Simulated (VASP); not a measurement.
VASP runs on TlCl (CsCl type) share one base input (PBE GGA, plane waves, VASP's PBE PAW potentials (set 64)) and change the settings named in each case.

### INCAR
```
# general
SYSTEM   =  TlCl
PREC     =  Accurate
ENCUT    =  400
LREAL    =  F   # projection in real space or not
LASPH    =  T   # aspherical one-centre terms

# electronic loop
EDIFF    =  1E-6   # SCF stop (eV)
NELM     =  100
ALGO     =  Normal   # blocked Davidson
LMAXMIX  =  4   # l cut-off of mixed one-centre charges

# smearing
ISMEAR   =  0
SIGMA    =  0.05   # width (eV)

# functional
GGA      =  PE

# ions
ISIF     =  2

# output
LWAVE    =  F
LCHARG   =  F
```

POSCAR:
```
TlCl
1
    3.8400000000     0.0000000000     0.0000000000
    0.0000000000     3.8400000000     0.0000000000
    0.0000000000     0.0000000000     3.8400000000
Tl Cl
1 1
Direct
  0.0000000000   0.0000000000   0.0000000000
  0.5000000000   0.5000000000   0.5000000000
```

KPOINTS:
```
Automatic mesh
0
Gamma
6 6 6
0 0 0
```

POTCAR, in this order: Tl_d Cl (PBE.64 set). Program: vasp_std.

| change | E(σ→0) (eV/atom) | pressure (GPa) | irreducible k-points |
|---|---|---|---|
| base run | -3.0032 | 1.07 | 20 |
| KPOINTS 2×2×2 Monkhorst-Pack mesh | -3.0581 | 0.43 | 1 |
| KPOINTS 3×3×3 Monkhorst-Pack mesh | -3.0012 | 0.96 | 4 |
| KPOINTS 5×5×5 Monkhorst-Pack mesh | … | … | 10 |
| KPOINTS 6×6×6 Monkhorst-Pack mesh | … | … | 10 |

Question: Some entries are withheld; supply them.

Answer: 
- KPOINTS 6×6×6 Monkhorst-Pack mesh, E(σ→0) (eV/atom): -3.0034
- KPOINTS 6×6×6 Monkhorst-Pack mesh, pressure (GPa): 1.06
- KPOINTS 5×5×5 Monkhorst-Pack mesh, E(σ→0) (eV/atom): -3.0035
- KPOINTS 5×5×5 Monkhorst-Pack mesh, pressure (GPa): 1.05

Unless said otherwise, spin-orbit coupling is left out, though it shifts the bands of the heavy elements here.

Left out are runs that ran out of time, are held back, or changed the cell or the kind of run, fixed moments of cells without a moment, rows past the twelfth, gaps on odd meshes, pressures of charged cells and columns that move by less than the noise.

The compound is TlCl in the CsCl type structure. The cell was not relaxed at this level.
